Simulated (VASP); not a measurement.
# AlN (space group P6_3mc): computed properties

Method: PBE GGA with D3 dispersion (Becke-Johnson damping), VASP's PBE PAW potentials (set 64) (plane waves; VASP).

| Quantity | Value |
|---|---|
| space group | P6_3mc (186) |
| cell | a = b = 3.1082 Å, c = 4.9741 Å, α = β = 90.00°, γ = 120.00° |
| volume per atom | 10.40 Å³/atom |
| band gap (over mesh and band path) | 4.23 eV |
| smallest direct gap (over mesh and band path) | 4.23 eV |
| Hill bulk modulus | 203 GPa |
| Hill shear modulus | 122 GPa |
| Poisson's ratio | 0.249 |
| band-edge character | direct, Γ to Γ |
| density | 3.27 g/cm³ |
| mean ε∞ (independent particles) | 4.61 |
| optical Γ-point spectrum | 237 (×2), 548, 615, 661 (×2), 671 (×2), 725 cm⁻¹ |
| C11 | 385 GPa |
| C12 | 137 GPa |
| C13 | 106 GPa |
| C33 | 360 GPa |
| C44 | 114 GPa |
| C66 | 124 GPa |

```cif
data_Al2N2
_chemical_formula_sum 'Al2 N2'
_space_group_name_H-M_alt 'P 1'
_space_group_IT_number 1
_cell_length_a 3.10816
_cell_length_b 3.10816
_cell_length_c 4.97414
_cell_angle_alpha 90.000
_cell_angle_beta 90.000
_cell_angle_gamma 120.000
loop_
_space_group_symop_operation_xyz
  'x, y, z'
loop_
_atom_site_label
_atom_site_type_symbol
_atom_site_fract_x
_atom_site_fract_y
_atom_site_fract_z
_atom_site_occupancy
Al1 Al 0.33333 0.66667 0.00001 1
Al2 Al 0.66667 0.33333 0.50001 1
N1 N 0.33333 0.66667 0.38199 1
N2 N 0.66667 0.33333 0.88199 1
```

The structure comes from a measured AlN entry (P6_3mc) of the Crystallography Open Database, whose conditions weren't checked. It was relaxed first. Symmetry was kept, so distortions that lower it aren't found.
